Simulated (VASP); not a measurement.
These are revTPSS meta-GGA, VASP's PBE PAW potentials (set 64) (plane waves; VASP 6.6.1) values and carry that method's errors.

Input for VASP

**POSCAR**
```
V
3.0234440
 -0.5000000741   0.5000000741   0.5000000741
  0.5000000741  -0.5000000741   0.5000000741
  0.5000000741   0.5000000741  -0.5000000741
V
1
Cart
  0.0000000000   0.0000000000   0.0000000000
```

File KPOINTS:
```
Automatic mesh
0
Gamma
17 17 17
0 0 0
```

### INCAR
```
SYSTEM = V
PREC = Accurate
ENCUT = 520
EDIFF = 1E-7
NELM = 100
ALGO = Normal
LREAL = .FALSE.
LASPH = .TRUE.
ISMEAR = 1
SIGMA = 0.1
METAGGA = RTPSS
LMIXTAU = .TRUE.
LMAXMIX = 4
LWAVE = .FALSE.
LCHARG = .FALSE.
ISIF = 2
```

POTCAR, in this order: V_sv (PBE.64 set). Program: vasp_std.

Predict the energy per atom (σ→0), pressure, band gap (on the k-mesh).

```
Item                                                        Result
------------------------  ----------------------------------------
energy per atom (σ→0)                               -8.170 eV/atom
band gap (on the k-mesh)  none (metal, semimetal or under 0.01 eV)
pressure                                               -100.9 kbar
```

### OSZICAR
```
...
DAV:  15    -0.817059660017E+01    0.11852E-03   -0.12629E-04  3300   0.193E-01    0.444E-02
DAV:  16    -0.817060556363E+01   -0.89635E-05   -0.73347E-05  3302   0.148E-01    0.917E-03
DAV:  17    -0.817060238037E+01    0.31833E-05   -0.74849E-07  3318   0.144E-02    0.512E-03
DAV:  18    -0.817060362837E+01   -0.12480E-05   -0.19085E-06  3304   0.230E-02    0.146E-03
DAV:  19    -0.817060158937E+01    0.20390E-05   -0.14452E-07  1760   0.686E-03    0.748E-04
DAV:  20    -0.817060241002E+01   -0.82065E-06   -0.40359E-08  1650   0.369E-03    0.427E-04
DAV:  21    -0.817060233873E+01    0.71290E-07   -0.20397E-09  1650   0.729E-04
   1 F= -.81706023E+01 E0= -.81704725E+01  d E =-.389465E-03
```

The compound is V in the bcc structure. This cell is one point of a volume scan, at 1.06 of the reference volume. The run is not spin-polarised, so no magnetic state was tried.
